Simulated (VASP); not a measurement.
VASP runs on AgBr (rock salt) share one base input (PBE GGA, plane waves, VASP's PBE PAW potentials (set 64)) and change the settings named in each case.

INCAR:
```
SYSTEM  =  AgBr
PREC  =  Accurate; ENCUT  =  400; LREAL  =  F
LASPH  =  T
EDIFF  =  1E-6; NELM  =  100; ALGO  =  Normal
LMAXMIX  =  4
ISMEAR  =  0; SIGMA  =  0.05
GGA  =  PE
ISIF  =  2
LWAVE  =  F; LCHARG  =  F
```

### POSCAR
```
AgBr
1
    0.0000000000     2.9427000000     2.9427000000
    2.9427000000     0.0000000000     2.9427000000
    2.9427000000     2.9427000000     0.0000000000
Ag Br
1 1
Direct
  0.0000000000   0.0000000000   0.0000000000
  0.5000000000   0.5000000000   0.5000000000
```

File KPOINTS:
```
Automatic mesh
0
Gamma
7 7 7
0 0 0
```

POTCAR, in this order: Ag Br (PBE.64 set). Program: vasp_std.

| change | E(σ→0) (eV/atom) | pressure (GPa) | irreducible k-points |
|---|---|---|---|
| base run | -2.4981 | -1.04 | 20 |
| KPOINTS 3×3×3 Γ-centred mesh | -2.4545 | -0.34 | 4 |
| KPOINTS 5×5×5 Γ-centred mesh | ___ | ___ | 10 |
| KPOINTS 8×8×8 Γ-centred mesh | -2.4982 | -1.05 | 29 |
| KPOINTS 9×9×9 Γ-centred mesh | -2.4982 | -1.05 | 35 |
| KPOINTS 10×10×10 Γ-centred mesh | -2.4983 | -1.05 | 47 |
| KPOINTS 11×11×11 Γ-centred mesh | -2.4982 | -1.05 | 56 |
| KPOINTS 13×13×13 Γ-centred mesh | -2.4982 | -1.05 | 84 |

Task: What belongs in the gaps?

Result: 
- KPOINTS 5×5×5 Γ-centred mesh, E(σ→0) (eV/atom): -2.4963
- KPOINTS 5×5×5 Γ-centred mesh, pressure (GPa): -1.00

Left out are runs that ran out of time, are held back, or changed the cell or the kind of run, fixed moments of cells without a moment, rows past the twelfth, gaps on odd meshes, pressures of charged cells and columns that move by less than the noise.

The compound is AgBr in the rock salt structure. The cell was not relaxed at this level.
